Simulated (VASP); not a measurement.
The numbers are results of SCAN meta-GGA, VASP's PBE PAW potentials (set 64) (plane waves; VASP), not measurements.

VASP ran on this input.

### POSCAR
```
Sc
1
    1.6794657856    -2.9089199817     0.0000000000
    1.6794657856     2.9089199817     0.0000000000
    0.0000000000     0.0000000000     5.2279784777
Sc
2
Direct
  0.3333330000   0.6666670000   0.2500000000
  0.6666670000   0.3333330000   0.7500000000
```

### INCAR
```
SYSTEM = Sc
PREC = Accurate; ENCUT = 520; LREAL = F
LASPH = T
EDIFF = 1E-7; NELM = 100; ALGO = Normal
LMAXMIX = 4; LMIXTAU = T
ISMEAR = 1; SIGMA = 0.1
METAGGA = SCAN
IBRION = 2; NSW = 30; ISIF = 4
EDIFFG = -0.01
LWAVE = F; LCHARG = F
```

File KPOINTS:
```
Automatic
0
Gamma
 13 13 7
```

POTCAR, in this order: Sc_sv (PBE.64 set). Program: vasp_std.

Output

File OUTCAR:
```
 ion  position               nearest neighbor table
   1  0.333  0.667  0.250-   2 3.25   2 3.25   2 3.25   2 3.25   2 3.25   2 3.25
   2  0.667  0.333  0.750-   1 3.25   1 3.25   1 3.25   1 3.25   1 3.25   1 3.25
  LATTYP: Found a hexagonal cell.
 ALAT       =     3.3589314945
 C/A-ratio  =     1.5564409355
 Subroutine PRICEL returns:
 Original cell was already a primitive cell.
 Subroutine GETGRP returns: Found 24 space group operations
The static configuration has the point symmetry D_3d.
 The point group associated with its full space group is D_6h.
The dynamic configuration has the point symmetry D_3d.
 Subroutine INISYM returns: Found 24 space group operations
 Subroutine IBZKPT returns following result:
 Found     84 irreducible k-points:

 Following reciprocal coordinates:
            Coordinates               Weight
  0.000000  0.000000  0.000000      1.000000
  0.076923 -0.000000  0.000000      6.000000
  0.153846 -0.000000  0.000000      6.000000
  0.230769 -0.000000  0.000000      6.000000
  0.307692 -0.000000  0.000000      6.000000
  0.384615 -0.000000  0.000000      6.000000
  0.461538 -0.000000  0.000000      6.000000
  0.076923  0.076923  0.000000      6.000000
  0.153846  0.076923  0.000000     12.000000
  0.230769  0.076923  0.000000     12.000000
  0.307692  0.076923  0.000000     12.000000
  0.384615  0.076923  0.000000     12.000000
  0.461538  0.076923  0.000000      6.000000
  0.153846  0.153846  0.000000      6.000000
  0.230769  0.153846  0.000000     12.000000
  0.307692  0.153846  0.000000     12.000000
  0.384615  0.153846  0.000000     12.000000
  0.230769  0.230769  0.000000      6.000000
  0.307692  0.230769  0.000000     12.000000
  0.384615  0.230769  0.000000      6.000000
  0.307692  0.307692  0.000000      6.000000
  0.000000  0.000000  0.142857      2.000000
  0.076923 -0.000000  0.142857     12.000000
  0.153846 -0.000000  0.142857     12.000000
  0.230769 -0.000000  0.142857     12.000000
  0.307692 -0.000000  0.142857     12.000000
  0.384615 -0.000000  0.142857     12.000000
  0.461538 -0.000000  0.142857     12.000000
  0.076923  0.076923  0.142857     12.000000
  0.153846  0.076923  0.142857     24.000000
  0.230769  0.076923  0.142857     24.000000
  0.307692  0.076923  0.142857     24.000000
  0.384615  0.076923  0.142857     24.000000
  0.461538  0.076923  0.142857     12.000000
  0.153846  0.153846  0.142857     12.000000
  0.230769  0.153846  0.142857     24.000000
  0.307692  0.153846  0.142857     24.000000
  0.384615  0.153846  0.142857     24.000000
  0.230769  0.230769  0.142857     12.000000
  0.307692  0.230769  0.142857     24.000000
   k-points           NKPTS =     84   k-points in BZ     NKDIM =     84   number of bands    NBANDS=     15
   number of dos      NEDOS =    301   number of ions     NIONS =      2
   total plane-waves  NPLWV =  31360
   dimension x,y,z NGX =    28 NGY =   28 NGZ =   40
   dimension x,y,z NGXF=    56 NGYF=   56 NGZF=   80
   ions per type =               2
   PREC   = accura    normal or accurate (medium, high low for compatibility)
   ISTART =      0    job   : 0-new  1-cont  2-samecut
   ICHARG =      2    charge: 1-file 2-atom 10-const
   ISPIN  =      1    spin polarized calculation?
   LNONCOLLINEAR =      F non collinear calculations
   LSORBIT =      F    spin-orbit coupling
   INIWAV =      1    electr: 0-lowe 1-rand  2-diag
   ENCUT  =  520.0 eV  38.22 Ry    6.18 a.u.   6.25  6.25  9.72*2*pi/ulx,y,z
   NELM   =    100;   NELMIN=  2; NELMDL= -5     # of ELM steps
   EDIFF  = 0.1E-06   stopping-criterion for ELM
   LREAL  =      F    real-space projection
...
```

**OSZICAR**
```
       N       E                     dE             d eps       ncg     rms          rms(c)
DAV:   1     0.384473701138E+03    0.38447E+03   -0.11448E+04  2528   0.159E+03
DAV:   2    -0.875734515273E+01   -0.39323E+03   -0.38695E+03  3583   0.695E+02
DAV:   3    -0.337822339935E+02   -0.25025E+02   -0.24408E+02  4259   0.201E+02
DAV:   4    -0.343169717874E+02   -0.53474E+00   -0.48485E+00  3943   0.240E+01
DAV:   5    -0.343266087740E+02   -0.96370E-02   -0.96325E-02  4200   0.328E+00    0.929E+00
DAV:   6    -0.295303296077E+02    0.47963E+01   -0.64951E+00  3108   0.404E+01    0.217E+00
DAV:   7    -0.272921313864E+02    0.22382E+01   -0.15437E+00  3332   0.117E+01    0.905E-01
DAV:   8    -0.291160066331E+02   -0.18239E+01   -0.75860E-01  3059   0.694E+00    0.718E-01
DAV:   9    -0.284910234245E+02    0.62498E+00   -0.35585E-01  3024   0.780E+00    0.360E-01
DAV:  10    -0.284950581563E+02   -0.40347E-02   -0.15827E-02  3913   0.238E+00    0.361E-01
DAV:  11    -0.284853102452E+02    0.97479E-02   -0.31372E-03  2823   0.817E-01    0.375E-01
DAV:  12    -0.284818968931E+02    0.34134E-02   -0.10747E-02  2730   0.136E+00    0.375E-01
DAV:  13    -0.284845204561E+02   -0.26236E-02   -0.16396E-02  3185   0.188E+00    0.592E-01
DAV:  14    -0.284753500680E+02    0.91704E-02   -0.56939E-02  3171   0.348E+00    0.131E+00
DAV:  15    -0.284309825781E+02    0.44367E-01   -0.10567E-02  3227   0.158E+00    0.141E+00
DAV:  16    -0.284256877327E+02    0.52948E-02   -0.46113E-02  3122   0.283E+00    0.917E-01
DAV:  17    -0.284137635574E+02    0.11924E-01   -0.21581E-02  2990   0.205E+00    0.107E+00
DAV:  18    -0.284146844407E+02   -0.92088E-03   -0.65815E-03  2582   0.111E+00    0.102E+00
DAV:  19    -0.284095711677E+02    0.51133E-02   -0.12978E-02  3213   0.152E+00    0.700E-01
DAV:  20    -0.284053833991E+02    0.41878E-02   -0.25223E-02  3108   0.211E+00    0.304E-01
DAV:  21    -0.284073580733E+02   -0.19747E-02   -0.26057E-03  4186   0.835E-01    0.206E-01
DAV:  22    -0.284110390404E+02   -0.36810E-02   -0.54586E-03  2520   0.922E-01    0.155E-01
DAV:  23    -0.284120060277E+02   -0.96699E-03   -0.46775E-04  3451   0.325E-01    0.140E-01
DAV:  24    -0.284131390955E+02   -0.11331E-02   -0.62748E-04  2548   0.333E-01    0.116E-01
DAV:  25    -0.284140701730E+02   -0.93108E-03   -0.84252E-04  2562   0.374E-01    0.654E-02
DAV:  26    -0.284147074652E+02   -0.63729E-03   -0.18850E-03  2800   0.594E-01    0.939E-03
DAV:  27    -0.284146701520E+02    0.37313E-04   -0.21940E-04  3360   0.206E-01    0.828E-03
DAV:  28    -0.284147388929E+02   -0.68741E-04   -0.17705E-04  2660   0.178E-01    0.940E-03
DAV:  29    -0.284147266737E+02    0.12219E-04   -0.59304E-06  4319   0.309E-02    0.897E-03
DAV:  30    -0.284147165572E+02    0.10117E-04   -0.64532E-05  2604   0.108E-01    0.735E-03
DAV:  31    -0.284146121389E+02    0.10442E-03   -0.31196E-04  2520   0.228E-01    0.343E-03
DAV:  32    -0.284146185176E+02   -0.63787E-05   -0.18030E-05  3311   0.567E-02    0.272E-03
DAV:  33    -0.284146115011E+02    0.70164E-05   -0.19619E-06  2674   0.177E-02    0.229E-03
DAV:  34    -0.284146127300E+02   -0.12289E-05   -0.11989E-07  2933   0.464E-03    0.223E-03
DAV:  35    -0.284146108739E+02    0.18561E-05   -0.96587E-07  1953   0.125E-02    0.189E-03
DAV:  36    -0.284146145715E+02   -0.36976E-05   -0.18995E-06  2144   0.183E-02    0.972E-04
DAV:  37    -0.284146128469E+02    0.17246E-05   -0.11334E-06  2174   0.149E-02    0.789E-04
DAV:  38    -0.284146160852E+02   -0.32383E-05   -0.13081E-06  2580   0.174E-02    0.766E-04
DAV:  39    -0.284146151802E+02    0.90508E-06   -0.15829E-07  1953   0.624E-03    0.416E-04
DAV:  40    -0.284146160091E+02   -0.82894E-06   -0.71505E-08  1393   0.480E-03    0.346E-04
DAV:  41    -0.284146156439E+02    0.36515E-06   -0.34295E-08  1379   0.401E-03    0.199E-04
DAV:  42    -0.284146157762E+02   -0.13228E-06   -0.36647E-08  1358   0.345E-03    0.304E-04
DAV:  43    -0.284146163034E+02   -0.52722E-06   -0.30365E-08  1344   0.323E-03    0.129E-04
DAV:  44    -0.284146170045E+02   -0.70104E-06   -0.10662E-08  1330   0.220E-03    0.146E-04
DAV:  45    -0.284146175898E+02   -0.58530E-06   -0.60131E-09  1323   0.183E-03    0.931E-05
DAV:  46    -0.284146177181E+02   -0.12833E-06   -0.31011E-09  1323   0.136E-03    0.509E-05
DAV:  47    -0.284146184266E+02   -0.70852E-06   -0.51332E-09  1302   0.148E-03    0.146E-04
DAV:  48    -0.284146183455E+02    0.81114E-07   -0.21727E-09  1302   0.124E-03
   1 F= -.28414618E+02 E0= -.28414166E+02  d E =-.284146E+02
       N       E                     dE             d eps       ncg     rms          rms(c)
DAV:   1    -0.284147122392E+02   -0.93813E-04   -0.15009E-02  2744   0.267E+00    0.764E-02
DAV:   2    -0.284146977295E+02    0.14510E-04   -0.11494E-03  3654   0.539E-01    0.490E-02
DAV:   3    -0.284146476213E+02    0.50108E-04   -0.12103E-04  4085   0.228E-01    0.569E-03
DAV:   4    -0.284146953090E+02   -0.47688E-04   -0.18777E-04  2536   0.164E-01    0.444E-03
DAV:   5    -0.284146641994E+02    0.31110E-04   -0.55319E-05  2592   0.718E-02    0.172E-03
DAV:   6    -0.284146597677E+02    0.44318E-05   -0.40404E-06  2747   0.257E-02    0.103E-03
DAV:   7    -0.284146638167E+02   -0.40491E-05   -0.39903E-06  2534   0.238E-02    0.346E-04
DAV:   8    -0.284146615164E+02    0.23003E-05   -0.20076E-06  2256   0.169E-02    0.207E-04
DAV:   9    -0.284146597111E+02    0.18054E-05   -0.88907E-07  1876   0.114E-02    0.118E-04
DAV:  10    -0.284146602429E+02   -0.53180E-06   -0.40538E-08  1778   0.425E-03    0.872E-05
DAV:  11    -0.284146598698E+02    0.37305E-06   -0.18279E-08  1337   0.237E-03    0.782E-05
DAV:  12    -0.284146599617E+02   -0.91873E-07   -0.17737E-08  1281   0.257E-03
   2 F= -.28414660E+02 E0= -.28414228E+02  d E =-.416162E-04
```

**OUTCAR**
```
------------------------ aborting loop because EDIFF is reached ----------------------------------------
  FORCE on cell =-STRESS in cart. coord.  units (eV):
  Direction    XX          YY          ZZ          XY          YZ          ZX
  --------------------------------------------------------------------------------------
  Total       -0.4770013     -0.4770013     -0.4559914      0.0000000      0.0000000      0.0000000
  in kB      -14.9610975    -14.9610966    -14.3021218      0.0000000      0.0000000      0.0000000
  external PRESSURE =     -14.7414386 kB  Pullay stress =       0.0000000 kB
  volume of cell :       51.08
      direct lattice vectors                 reciprocal lattice vectors
     1.678656020 -2.907517429  0.000000000     0.297857330 -0.171968015 -0.000000000
     1.678656020  2.907517429 -0.000000000     0.297857330  0.171968015 -0.000000000
     0.000000000  0.000000000  5.233023532     0.000000000  0.000000000  0.191094115
 POSITION                                       TOTAL-FORCE (eV/Angst)
 -----------------------------------------------------------------------------------
      1.67866      0.96917      1.30826         0.000000      0.000000      0.000000
      1.67866     -0.96917      3.92477        -0.000000     -0.000000      0.000000
 -----------------------------------------------------------------------------------
    total drift:                                0.000000      0.000698     -0.000013
  FREE ENERGIE OF THE ION-ELECTRON SYSTEM (eV)
  ---------------------------------------------------
  free  energy   TOTEN  =       -28.4146599617 eV

  energy  without entropy=      -28.4133650434  energy(sigma->0) =      -28.41422832

 reached required accuracy - stopping structural energy minimisation
```
(Selected blocks of OUTCAR.)

CONTCAR:
```
Sc
   1.00000000000000
     1.6786560199473191   -2.9075174285859808    0.0000000000000000
     1.6786560199473191    2.9075174285859808   -0.0000000000000000
     0.0000000000000000    0.0000000000000000    5.2330235319219698
  Sc
     2
Direct
     0.3333330000000032    0.6666669999999968    0.2500000000000000
     0.6666669999999968    0.3333330000000032    0.7500000000000000
```

The compound is Sc in the hcp structure. This cell is one point of a volume scan, at 1.03 of the reference volume. Symmetry was kept, so distortions that lower it aren't found.
